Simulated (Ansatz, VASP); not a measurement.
# Cross-check of Zn3SbN3 between VASP and Ansatz

Aim: how closely do two programs agree when they are given the same cell, functional and k mesh? The cell is taken from a series of runs on this material, whose earlier steps may have relaxed, scaled, displaced or heated it; both programs get it as it stands.

Main program and level: Ansatz 0.2.0; plane waves, with VASP 6.6.1 beside it; dielectric response at PBE.

### Step 1. Set-up

Symmetry: Cm, No. 8, monoclinic system. Conventional cell: a = 6.788 Å, b = 6.566 Å, c = 5.577 Å, α = 90.00°, β = 125.21°, γ = 90.00°. Nearest to Zn lie 3 N at 1.95 to 1.96 Å. Nearest to Zn lie 3 N at 1.97 to 2.00 Å. Nearest to Sb lie 3 N at 2.04 to 2.06 Å. Nearest to N lie 3 Zn at 1.96 to 2.00 Å and 1 Sb at 2.06 Å. N has 3 Zn at 1.95 to 1.97 Å and 1 Sb at 2.04 Å nearest. Farther neighbours and most contacts between anions are not listed.

### Step 2. VASP: dielectric response, PBE

The response to a field tests empty states and converges slowly with the mesh.

Lines of VASP's logs that name or quote its potential files are left out, and so is its time.

INCAR reads:

```
SYSTEM = Zn3SbN3
PREC = Accurate
ENCUT = 520
EDIFF = 1E-08
NELM = 120
ISMEAR = 0
SIGMA = 0.01
LREAL = .FALSE.
ALGO = Normal
GGA = PE
NBANDS = 35
LORBIT = 11
LWAVE = .FALSE.
LCHARG = .FALSE.
ISIF = 2
LEPSILON = .TRUE.
LASPH = .TRUE.
GGA_COMPAT = .FALSE.
EFERMI = MIDGAP
KPAR = 2
```

POSCAR reads:

```
Zn3SbN3
1.0
    3.3938895471     -3.2832481150      0.0000000000
    3.3938895471      3.2832481150      0.0000000000
   -3.2155964401      0.0000000000      4.5561292986
Zn Sb N
3 1 3
Direct
    0.6426581100      0.6426581100      0.1180844700
    0.7560140300      0.3148604100      0.5198258500
    0.3148604100      0.7560140300      0.5198258500
    0.0605088600      0.0605088600      0.0024146300
    0.4110352600      0.9420613400      0.2998833600
    0.9420613400      0.4110352600      0.2998833600
    0.6987220000      0.6987220000      0.8121904900
```

KPOINTS reads:

```
Automatic mesh
0
Gamma
6 6 6
0 0 0
```

PAW data sets: Zn, Sb and N (PBE family, release 64).

Run with:

```
$ mpirun -np 2 vasp_std
```

Numbers of over 12 decimals in the logs are rounded to 6 here.

Log:

```text
[banner, memory and clock lines left out]
running    2 mpi-ranks, on    1 nodes
 distrk:  each k-point on    1 cores,    2 groups
 distr:  one band on    1 cores,    1 groups

 POSCAR found type information on POSCAR ZnSbN
 POSCAR found :  3 types and       7 ions
 LDA part: xc-table for (Slater+PW92), standard interpolation
 POSCAR, INCAR and KPOINTS ok, starting setup
 FFT: planning ... GRIDC
 FFT: planning ... GRID_SOFT
 FFT: planning ... GRID
 WAVECAR not read
 entering main loop
       N       E                     dE             d eps       ncg     rms          rms(c)
DAV:   1     0.467802362944E+03    0.46780E+03   -0.26332E+04  4760   0.202E+03
DAV:   2     0.262530144766E+02   -0.44155E+03   -0.42628E+03  5075   0.446E+02
DAV:   3    -0.360985352356E+02   -0.62352E+02   -0.61404E+02  5363   0.160E+02
DAV:   4    -0.390032283889E+02   -0.29047E+01   -0.28876E+01  5485   0.360E+01
DAV:   5    -0.390483633379E+02   -0.45135E-01   -0.45069E-01  5710   0.468E+00    0.193E+01
DAV:   6    -0.310558101826E+02    0.79926E+01   -0.29383E+01  8575   0.858E+01    0.103E+01
DAV:   7    -0.318242360465E+02   -0.76843E+00   -0.91642E+00  5097   0.222E+01    0.655E+00
DAV:   8    -0.317636185625E+02    0.60617E-01   -0.20447E+00  6732   0.864E+00    0.286E+00
DAV:   9    -0.316537645237E+02    0.10985E+00   -0.44726E-01  6719   0.676E+00    0.647E-01
DAV:  10    -0.316593226662E+02   -0.55581E-02   -0.92781E-02  5159   0.169E+00    0.289E-01
DAV:  11    -0.316599811444E+02   -0.65848E-03   -0.26189E-03  6105   0.498E-01    0.109E-01
DAV:  12    -0.316597719050E+02    0.20924E-03   -0.84041E-04  6380   0.321E-01    0.276E-02
DAV:  13    -0.316597913842E+02   -0.19479E-04   -0.22949E-04  5175   0.842E-02    0.286E-02
DAV:  14    -0.316597937043E+02   -0.23201E-05   -0.20314E-05  5834   0.457E-02    0.143E-02
DAV:  15    -0.316597924206E+02    0.12837E-05   -0.50910E-06  5973   0.286E-02    0.654E-03
DAV:  16    -0.316597921026E+02    0.31808E-06   -0.24589E-06  7009   0.189E-02    0.289E-03
DAV:  17    -0.316597921074E+02   -0.48085E-08   -0.32767E-07  5710   0.609E-03    0.179E-03
DAV:  18    -0.316597920728E+02    0.34551E-07   -0.10163E-07  5205   0.232E-03    0.356E-04
DAV:  19    -0.316597920737E+02   -0.89130E-09   -0.25769E-08  4382   0.106E-03
   1 F= -.31659792E+02 E0= -.31659792E+02  d E =0.000000E+00
 Linear response reoptimize wavefunctions to high precision
DAV:   1    -0.316597920748E+02   -0.10841E-08   -0.30628E-09  2931   0.836E-04
DAV:   2    -0.316597920749E+02   -0.13551E-09   -0.10072E-09  2854   0.290E-04
DAV:   3    -0.316597920749E+02    0.36380E-11   -0.14078E-10  2776   0.892E-05
 Linear response G [H, r] |phi>, progress :
  Direction:   1
       N       E                     dE             d eps       ncg     rms
 LRF_COMMUTATOR internal error: the vector H(1)-e(1) S(1) |phi(0)> is not orthog
 onal to |phi(0)> (-1.000330801534874E-004,-2.181666305944852E-013)
 LRF_COMMUTATOR internal error: the vector H(1)-e(1) S(1) |phi(0)> is not orthog
 onal to |phi(0)> (1.500201086383629E-004,7.636556317858201E-014)
 LRF_COMMUTATOR internal error: the vector H(1)-e(1) S(1) |phi(0)> is not orthog
 onal to |phi(0)> (1.075215794648157E-004,1.487785589171509E-014)
 LRF_COMMUTATOR internal error: the vector H(1)-e(1) S(1) |phi(0)> is not orthog
 onal to |phi(0)> (1.216191939734101E-004,5.020636684172075E-014)
RMM:   1    -0.155726676839E+03   -0.15573E+03    0.60322E+02 10251   0.117E+02
 LRF_COMMUTATOR internal error: the vector H(1)-e(1) S(1) |phi(0)> is not orthog
 onal to |phi(0)> (-1.000330801534874E-004,-2.181666305944852E-013)
 LRF_COMMUTATOR internal error: the vector H(1)-e(1) S(1) |phi(0)> is not orthog
 onal to |phi(0)> (1.500201086383629E-004,7.636556317858201E-014)
 LRF_COMMUTATOR internal error: the vector H(1)-e(1) S(1) |phi(0)> is not orthog
 onal to |phi(0)> (1.075215794648157E-004,1.487785589171509E-014)
 LRF_COMMUTATOR internal error: the vector H(1)-e(1) S(1) |phi(0)> is not orthog
 onal to |phi(0)> (1.216191939734101E-004,5.020636684172075E-014)
RMM:   2    -0.158384860026E+03   -0.26582E+01   -0.39307E+01  7502   0.411E+01
 LRF_COMMUTATOR internal error: the vector H(1)-e(1) S(1) |phi(0)> is not orthog
 onal to |phi(0)> (-1.000330801534874E-004,-2.181666305944852E-013)
 LRF_COMMUTATOR internal error: the vector H(1)-e(1) S(1) |phi(0)> is not orthog
 onal to |phi(0)> (1.500201086383629E-004,7.636556317858201E-014)
 LRF_COMMUTATOR internal error: the vector H(1)-e(1) S(1) |phi(0)> is not orthog
 onal to |phi(0)> (1.075215794648157E-004,1.487785589171509E-014)
 LRF_COMMUTATOR internal error: the vector H(1)-e(1) S(1) |phi(0)> is not orthog
 onal to |phi(0)> (1.216191939734101E-004,5.020636684172075E-014)
RMM:   3    -0.159043839859E+03   -0.65898E+00   -0.27437E+00  8239   0.868E+00
RMM:   4    -0.159104204871E+03   -0.60365E-01   -0.19058E-01  8394   0.180E+00
RMM:   5    -0.159108139115E+03   -0.39342E-02   -0.40201E-02  8430   0.570E-01
[...]
RMM:   6    -0.159510867741E+03   -0.17946E-02   -0.64222E-03  8467   0.190E-01
RMM:   7    -0.159511148173E+03   -0.28043E-03   -0.20059E-03  8624   0.775E-02
RMM:   8    -0.159511234989E+03   -0.86816E-04   -0.28382E-04  8577   0.311E-02
RMM:   9    -0.159511250809E+03   -0.15820E-04   -0.60317E-05  8553   0.136E-02
RMM:  10    -0.159511255537E+03   -0.47281E-05   -0.27271E-05  7374   0.643E-03
[...]
Direction:   3
       N       E                     dE             d eps       ncg     rms          rms(c)
RMM:   1    -0.178097943444E+01   -0.17810E+01   -0.80971E+00  6805   0.594E+00
RMM:   2    -0.207945526943E+01   -0.29848E+00   -0.87173E-02  8060   0.169E+00
RMM:   3    -0.208519251124E+01   -0.57372E-02   -0.11821E-02  8188   0.371E-01
RMM:   4    -0.208572293338E+01   -0.53042E-03   -0.12796E-03  8313   0.921E-02
RMM:   5    -0.208576868022E+01   -0.45747E-04   -0.34523E-04  8329   0.324E-02
RMM:   6    -0.208578667889E+01   -0.17999E-04   -0.72557E-05  8407   0.132E-02
RMM:   7    -0.208578950348E+01   -0.28246E-05   -0.26563E-05  8220   0.589E-03
RMM:   8    -0.208579024484E+01   -0.74136E-06   -0.44408E-06  5394   0.255E-03
RMM:   9    -0.208579035646E+01   -0.11162E-06   -0.14983E-06  4435   0.112E-03
RMM:  10    -0.208579034102E+01    0.15442E-07   -0.42284E-07  4275   0.539E-04
RMM:  11    -0.208579034972E+01   -0.87019E-08    0.23850E-07  4149   0.330E-04
RMM:  12    -0.208579034559E+01    0.41237E-08    0.36567E-07  3910   0.233E-04
RMM:  13    -0.208579034431E+01    0.12837E-08   -0.11446E-07  3717   0.189E-04
RMM:  14    -0.208579034269E+01    0.16152E-08    0.18371E-07  3567   0.165E-04
RMM:  15    -0.208579034293E+01   -0.23732E-09    0.15303E-07  3454   0.155E-04
RMM:  16    -0.208579034268E+01    0.25242E-09    0.31143E-07  3318   0.149E-04
RMM:  17    -0.208579034239E+01    0.28493E-09    0.29501E-07  3239   0.147E-04
RMM:  18    -0.208579034230E+01    0.91847E-10    0.21185E-07  3199   0.145E-04
 change of polarisation eV/A/(eV/A) component  3 :    -0.210     0.021     4.172
 dielectric tensor                  component  3 :    -0.374     0.038     8.434
 Linear response to external field, progress :
  Direction:   1
       N       E                     dE             d eps       ncg     rms          rms(c)
RMM:   1    -0.166200251142E+01   -0.16620E+01   -0.72048E+00  6716   0.588E+00
RMM:   2    -0.192428519137E+01   -0.26228E+00   -0.81730E-02  8067   0.166E+00    0.206E+00
RMM:   3    -0.187712541221E+01    0.47160E-01   -0.14210E-01  8229   0.149E+00    0.114E+00
RMM:   4    -0.189734069769E+01   -0.20215E-01   -0.26004E-02  8082   0.794E-01    0.567E-01
RMM:   5    -0.194741304096E+01   -0.50072E-01   -0.12848E-02  8139   0.594E-01    0.106E-01
RMM:   6    -0.195485471951E+01   -0.74417E-02   -0.11563E-03  8285   0.129E-01    0.605E-02
RMM:   7    -0.196103946186E+01   -0.61847E-02   -0.29163E-04  8072   0.727E-02    0.144E-02
RMM:   8    -0.196218607592E+01   -0.11466E-02   -0.13091E-05  8377   0.170E-02    0.813E-03
RMM:   9    -0.196253851870E+01   -0.35244E-03   -0.50932E-06  8019   0.894E-03    0.155E-03
RMM:  10    -0.196259011933E+01   -0.51601E-04   -0.39548E-06  8201   0.243E-03    0.645E-04
RMM:  11    -0.196259677202E+01   -0.66527E-05    0.12596E-06  8405   0.104E-03    0.216E-04
RMM:  12    -0.196259872043E+01   -0.19484E-05    0.41293E-07  8196   0.436E-04    0.103E-04
RMM:  13    -0.196259902076E+01   -0.30032E-06   -0.44350E-07  7144   0.233E-04    0.198E-05
RMM:  14    -0.196259871549E+01    0.30526E-06   -0.12877E-07  4421   0.146E-04    0.779E-06
 change of polarisation eV/A/(eV/A) component  1 :     3.677    -0.029    -0.252
 dielectric tensor                  component  1 :     7.553    -0.052    -0.450
 Linear response to external field, progress :
  Direction:   2
       N       E                     dE             d eps       ncg     rms          rms(c)
RMM:   1    -0.182822555360E+01   -0.18282E+01   -0.84797E+00 11224   0.598E+00
RMM:   2    -0.212038636818E+01   -0.29216E+00   -0.91592E-02 13271   0.168E+00    0.232E+00
RMM:   3    -0.207209062690E+01    0.48296E-01   -0.12159E-01 12742   0.165E+00    0.129E+00
RMM:   4    -0.209897933678E+01   -0.26889E-01   -0.37594E-02 13381   0.922E-01    0.631E-01
RMM:   5    -0.215881961129E+01   -0.59840E-01   -0.13618E-02 13478   0.601E-01    0.101E-01
RMM:   6    -0.216691100369E+01   -0.80914E-02   -0.17411E-03 13320   0.168E-01    0.473E-02
RMM:   7    -0.216989670030E+01   -0.29857E-02   -0.10545E-04 13588   0.592E-02    0.146E-02
RMM:   8    -0.217076855662E+01   -0.87186E-03   -0.32067E-05 13814   0.198E-02    0.317E-03
RMM:   9    -0.217093849573E+01   -0.16994E-03   -0.72810E-06 13990   0.606E-03    0.103E-03
RMM:  10    -0.217093904424E+01   -0.54850E-06   -0.18880E-06 13976   0.227E-03    0.297E-04
RMM:  11    -0.217094493422E+01   -0.58900E-05    0.13753E-07 14002   0.777E-04    0.134E-04
RMM:  12    -0.217094543579E+01   -0.50158E-06    0.75429E-08 12487   0.378E-04    0.598E-05
RMM:  13    -0.217094366297E+01    0.17728E-05   -0.15064E-07 10033   0.215E-04    0.144E-05
RMM:  14    -0.217094360113E+01    0.61845E-07    0.18920E-08  7601   0.157E-04    0.661E-06
 change of polarisation eV/A/(eV/A) component  2 :    -0.002     4.046     0.001
 dielectric tensor                  component  2 :    -0.003     8.211     0.001
 Linear response to external field, progress :
  Direction:   3
       N       E                     dE             d eps       ncg     rms          rms(c)
RMM:   1    -0.178097943444E+01   -0.17810E+01   -0.80971E+00  6805   0.594E+00
RMM:   2    -0.207945526867E+01   -0.29848E+00   -0.87173E-02  8060   0.169E+00    0.222E+00
RMM:   3    -0.202911468226E+01    0.50341E-01   -0.14410E-01  8244   0.158E+00    0.125E+00
RMM:   4    -0.205336449256E+01   -0.24250E-01   -0.26490E-02  7968   0.866E-01    0.634E-01
RMM:   5    -0.211384048267E+01   -0.60476E-01   -0.15673E-02  8159   0.650E-01    0.107E-01
RMM:   6    -0.212060122744E+01   -0.67607E-02   -0.51761E-04  8300   0.139E-01    0.592E-02
RMM:   7    -0.212677330295E+01   -0.61721E-02   -0.24582E-04  8125   0.729E-02    0.136E-02
RMM:   8    -0.212791195568E+01   -0.11387E-02   -0.25726E-05  7998   0.181E-02    0.694E-03
RMM:   9    -0.212821057110E+01   -0.29862E-03   -0.11356E-05  8287   0.867E-03    0.139E-03
RMM:  10    -0.212823629137E+01   -0.25720E-04   -0.11421E-06  8560   0.226E-03    0.560E-04
RMM:  11    -0.212824377897E+01   -0.74876E-05   -0.36668E-07  8332   0.110E-03    0.187E-04
RMM:  12    -0.212824570420E+01   -0.19252E-05   -0.54962E-07  7961   0.454E-04    0.861E-05
RMM:  13    -0.212824606874E+01   -0.36454E-06   -0.20607E-07  7012   0.252E-04    0.235E-05
RMM:  14    -0.212824542592E+01    0.64282E-06    0.87104E-08  4997   0.164E-04    0.871E-06
 change of polarisation eV/A/(eV/A) component  3 :    -0.257     0.019     3.973
 dielectric tensor                  component  3 :    -0.457     0.034     8.080
 Born effective charges drift removed
```

OUTCAR, selected parts (step 2):

```text
ion  position               nearest neighbor table
   1  0.643  0.643  0.118-   7 1.95   6 1.96   5 1.96   2 2.93   3 2.93   4 3.25   4 3.33   4 3.33

  LATTYP: Found a base centered monoclinic cell.
 ALAT       =     6.7877790942
 B/A-ratio  =     0.9673998135
 C/A-ratio  =     0.8215635177
 COS(beta)  =    -0.5766239722

 Subroutine GETGRP returns: Found  2 space group operations
 (whereof  2 operations were pure point group operations)

The static configuration has the point symmetry C_1h.

 Found     68 irreducible k-points:

   k-points           NKPTS =     68   k-points in BZ     NKDIM =     68   number of bands    NBANDS=     35

   dimension x,y,z NGX =    36 NGY =   36 NGZ =   42
   dimension x,y,z NGXF=    72 NGYF=   72 NGZF=   84

   ENCUT  =  520.0 eV  38.22 Ry    6.18 a.u.   8.78  8.78 10.37*2*pi/ulx,y,z

   NELECT =      56.0000    total number of electrons

 k-points in reciprocal lattice and weights: Automatic mesh
   0.00000000  0.00000000  0.00000000       0.005
   0.16666667 -0.00000000  0.00000000       0.019
   0.33333333  0.00000000 -0.00000000       0.019
   0.50000000  0.00000000 -0.00000000       0.009
   0.16666667  0.16666667  0.00000000       0.009
   0.33333333  0.16666667 -0.00000000       0.019
   0.50000000  0.16666667 -0.00000000       0.019
  -0.33333333  0.16666667  0.00000000       0.019
  -0.16666667  0.16666667  0.00000000       0.009
[...]
-0.33333333  0.33333333  0.50000000       0.009
   0.50000000  0.50000000  0.50000000       0.005

 average (electrostatic) potential at core
       1 -34.7453       2 -34.7707       3 -34.7707       4 -88.9911       5 -64.3410
       6 -64.3410       7 -64.2494

  Total        2.6895829      2.4946583      2.5147901      0.0000000      0.0000000     -0.0373259
  in kB       42.4392860     39.3635446     39.6812077      0.0000000      0.0000000     -0.5889700
  external PRESSURE =      40.4946794 kB  Pullay stress =       0.0000000 kB

  energy-cutoff  :      520.00
  volume of cell :      101.54
      direct lattice vectors                 reciprocal lattice vectors
     3.393889547 -3.283248115  0.000000000     0.147323592 -0.152288217  0.103977124
     3.393889547  3.283248115  0.000000000     0.147323592  0.152288217  0.103977124
    -3.215596440  0.000000000  4.556129299     0.000000000  0.000000000  0.219484552

 POSITION                                       TOTAL-FORCE (eV/Angst)
 -----------------------------------------------------------------------------------
      3.98251      0.00000      0.53801        -0.086381     -0.000000     -0.037058
      1.96288     -1.44842      2.36839        -0.005774     -0.107195      0.051613
      1.96288      1.44842      2.36839        -0.005774      0.107195      0.051613
      0.40296      0.00000      0.01100         0.332495     -0.000000     -0.231806
      3.62796      1.74349      1.36631        -0.048864     -0.045709      0.093056
      3.62796     -1.74349      1.36631        -0.048864      0.045709      0.093056
      2.13109      0.00000      3.70044        -0.136838     -0.000000     -0.020475
 -----------------------------------------------------------------------------------
    total drift:                               -0.000671      0.000000      0.000904

 MACROSCOPIC STATIC DIELECTRIC TENSOR (including local field effects in DFT)
 ------------------------------------------------------
           7.553379     0.000000    -0.457422
           0.000000     8.211148     0.000000
          -0.449777     0.000000     8.080338
 ------------------------------------------------------

 PIEZOELECTRIC TENSOR (including local field effects)  for field in x, y, z        (C/m^2)
          XX          YY          ZZ          XY          YZ          ZX
  --------------------------------------------------------------------------------
  x     0.35202    -0.11224    -0.02832     0.00000     0.00000     0.56992
  y     0.00000     0.00000     0.00000     0.13134    -1.03876     0.00000
  z     0.73253    -0.82319    -0.26599     0.00000     0.00000     0.27485

 BORN EFFECTIVE CHARGES (including local field effects) (in |e|, cummulative output)
 ---------------------------------------------------------------------------------
 ion    1
    1     1.52990     0.00000    -0.68104
    2     0.00000     2.51408     0.00000
    3    -0.50297     0.00000     1.26497
 ion    2
    1     2.11388     0.24833    -0.00510
    2     0.00394     1.64228     0.26573
    3    -0.09043     0.26781     2.22845
 ion    3
    1     2.11388    -0.24833    -0.00510
    2    -0.00394     1.64228    -0.26573
    3    -0.09043    -0.26781     2.22845
 ion    4
    1     1.95115     0.00000     0.59846
    2     0.00000     2.39730     0.00000
    3     0.55628     0.00000     2.21992
 ion    5
    1    -2.42137     0.21301     0.06762
    2    -0.29985    -2.84422     0.88208
    3     0.27533     0.52711    -2.65663
 ion    6
    1    -2.42137    -0.21301     0.06762
    2     0.29985    -2.84422    -0.88208
    3     0.27533    -0.52711    -2.65663
 ion    7
    1    -2.86605     0.00000    -0.04247
    2     0.00000    -2.50751     0.00000
    3    -0.42310     0.00000    -2.62853
```

(Continued in part 2 of 2.)

[Lines on the potential files, build, host, timing and source positions are cut from VASP's logs without a mark.]

[Logs are printed without paths, hosts, clocks, repeated set-up lines and the standing remarks that a program may print on its own settings, such as how far it seeks lower states.]

[Hosts, paths, dates, database ids (printed as entryN), source tags and the programs' standing remarks are cut or masked in the printed files.]
